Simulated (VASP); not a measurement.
All values below come from PBE GGA, VASP's PBE PAW potentials (set 64) (plane waves; VASP 6.6.1).

Input for VASP

POSCAR:
```
Rh
1.0
  0.0000000000   1.9115416093   1.9115416093
  1.9115416093   0.0000000000   1.9115416093
  1.9115416093   1.9115416093   0.0000000000
Rh
1
Cart
  0.0000000000   0.0000000000   0.0000000000
```

INCAR:
```
ALGO  =  Normal
EDIFF  =  1E-8
EDIFFG  =  -0.001
ENCUT  =  400
GGA  =  PE
IBRION  =  1
ISIF  =  2
ISMEAR  =  1
LASPH  =  .TRUE.
LCHARG  =  .FALSE.
LMAXMIX  =  4
LREAL  =  .FALSE.
LWAVE  =  .FALSE.
NELM  =  100
NSW  =  30
PREC  =  Accurate
SIGMA  =  0.1
SYSTEM  =  Rh
```

### KPOINTS
```
Automatic mesh
0
Gamma
15 15 15
0 0 0
```

POTCAR, in this order: Rh_pv (PBE.64 set). Program: vasp_std.

The run wrote:

### OSZICAR
```
       N       E                     dE             d eps       ncg     rms          rms(c)
DAV:   1     0.960714562782E+02    0.96071E+02   -0.81685E+03  2664   0.120E+03
DAV:   2    -0.656402494405E+01   -0.10264E+03   -0.98388E+02  2709   0.346E+02
DAV:   3    -0.775473979909E+01   -0.11907E+01   -0.11877E+01  3051   0.427E+01
DAV:   4    -0.776200271125E+01   -0.72629E-02   -0.72619E-02  2895   0.343E+00
DAV:   5    -0.776211236708E+01   -0.10966E-03   -0.10966E-03  3017   0.394E-01    0.973E+00
DAV:   6    -0.727646336836E+01    0.48565E+00   -0.11415E+00  2742   0.159E+01    0.336E+00
DAV:   7    -0.726003582203E+01    0.16428E-01   -0.19142E-02  2973   0.177E+00    0.163E+00
DAV:   8    -0.725638442895E+01    0.36514E-02   -0.30357E-03  2730   0.868E-01    0.161E-01
DAV:   9    -0.725629345856E+01    0.90970E-04   -0.59888E-05  3042   0.120E-01    0.177E-02
DAV:  10    -0.725629763075E+01   -0.41722E-05   -0.30362E-06  2841   0.252E-02    0.204E-03
DAV:  11    -0.725629766571E+01   -0.34964E-07   -0.17567E-07  3009   0.583E-03    0.111E-03
DAV:  12    -0.725629748012E+01    0.18560E-06   -0.94989E-09  1740   0.167E-03    0.130E-04
DAV:  13    -0.725629748045E+01   -0.32924E-09   -0.29048E-10  1476   0.237E-04
   1 F= -.72562975E+01 E0= -.72562767E+01  d E =-.725630E+01
```

**OUTCAR**
```
------------------------ aborting loop because EDIFF is reached ----------------------------------------
  FORCE on cell =-STRESS in cart. coord.  units (eV):
  Direction    XX          YY          ZZ          XY          YZ          ZX
  --------------------------------------------------------------------------------------
  Total        0.0063870      0.0063870      0.0063870     -0.0000000      0.0000000     -0.0000000
  in kB        0.7325298      0.7325298      0.7325298     -0.0000000      0.0000000     -0.0000000
  external PRESSURE =       0.7325298 kB  Pullay stress =       0.0000000 kB
  volume of cell :       13.97
      direct lattice vectors                 reciprocal lattice vectors
     0.000000000  1.911541609  1.911541609    -0.261568986  0.261568986  0.261568986
     1.911541609  0.000000000  1.911541609     0.261568986 -0.261568986  0.261568986
     1.911541609  1.911541609  0.000000000     0.261568986  0.261568986 -0.261568986
 POSITION                                       TOTAL-FORCE (eV/Angst)
 -----------------------------------------------------------------------------------
      0.00000      0.00000      0.00000        -0.000000     -0.000000      0.000000
 -----------------------------------------------------------------------------------
    total drift:                                0.000000     -0.000000      0.000000
  FREE ENERGIE OF THE ION-ELECTRON SYSTEM (eV)
  ---------------------------------------------------
  free  energy   TOTEN  =        -7.2562974804 eV

  energy  without entropy=       -7.2562350646  energy(sigma->0) =       -7.25627668

 reached required accuracy - stopping structural energy minimisation
```
(Selected blocks of OUTCAR.)

The compound is Rh in the fcc structure. It was relaxed first. The start is the result of an earlier pass.
